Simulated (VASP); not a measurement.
Al3GaO6:

```
CELL_PARAMETERS angstrom
-2.42364 4.19786 0.00000
-4.84727 0.00000 0.00000
-2.42364 1.39929 4.41052
ATOMIC_POSITIONS crystal
Ga 0.35210 0.35210 0.94371
Al 0.14790 0.14790 0.55629
Al 0.85210 0.85210 0.44371
Al 0.64790 0.64790 0.05629
O 0.25000 0.55615 0.25000
O 0.44385 0.05615 0.75000
O 0.55615 0.94385 0.25000
O 0.94385 0.25000 0.25000
O 0.05615 0.75000 0.75000
O 0.75000 0.44385 0.75000
```

The cell comes from a database or a generator and needn't be the stable form of this composition.

- Program: VASP 6.6.1
- Task: relaxation of cell and atoms
- Functional: PBEsol
- Potentials or basis: VASP PAW PBE potentials, release 64 (Ga_d, Al, O)
- Cutoff: 600 eV
- k mesh: 6 × 6 × 6
- Occupations: gaussian, width 0.02 eV
- Spin: no spin polarisation

At the start: pressure -2.5 GPa; volume 8.97 Å³/atom.

How do energy, volume and symmetry change on relaxing?

Over 12 steps the energy falls by 21.9 meV/atom and the volume is 8.83 Å³/atom (-1.6 %); space group R3 (No. 146, to 0.05 Å).

Step by step:
```tsv
step	energy change (eV)	largest force (eV/Å)	pressure (GPa)	volume (Å³)
1	0.0000	1.3247	-2.54	89.75
2	-0.1705	0.5049	1.49	87.91
3	-0.1768	0.5097	0.75	88.20
4	-0.2057	0.2533	-0.38	88.53
5	-0.2101	0.2011	-0.98	88.73
6	-0.2176	0.0590	0.58	88.11
7	-0.2176	0.0658	0.45	88.16
8	-0.2182	0.0362	-0.23	88.42
9	-0.2183	0.0301	-0.05	88.36
10	-0.2185	0.0172	-0.05	88.35
11	-0.2185	0.0132	-0.03	88.34
12	-0.2185	0.0069	0.05	88.32
```

Final structure:
```
Ga Al O
1.0
    -2.41504    4.18297    0.00000
    -4.83008    0.00000    0.00000
    -2.41504    1.39432    4.37121
Ga Al O
1 3 6
Cartesian
  -4.8301 2.7886 4.0419
  -2.4150 1.3943 2.3911
  -7.2451 4.1830 1.9395
  -4.8301 2.7886 0.2620
  -3.9162 1.4118 1.1293
  -3.0838 2.8991 3.2779
  -6.4794 2.6856 1.1293
  -4.0946 4.2685 1.1293
  -5.6076 1.2211 3.2779
  -5.7988 4.2457 3.2779
```

Caveat: the PAW data sets were made with another functional, which shifts forces and pressure a little.
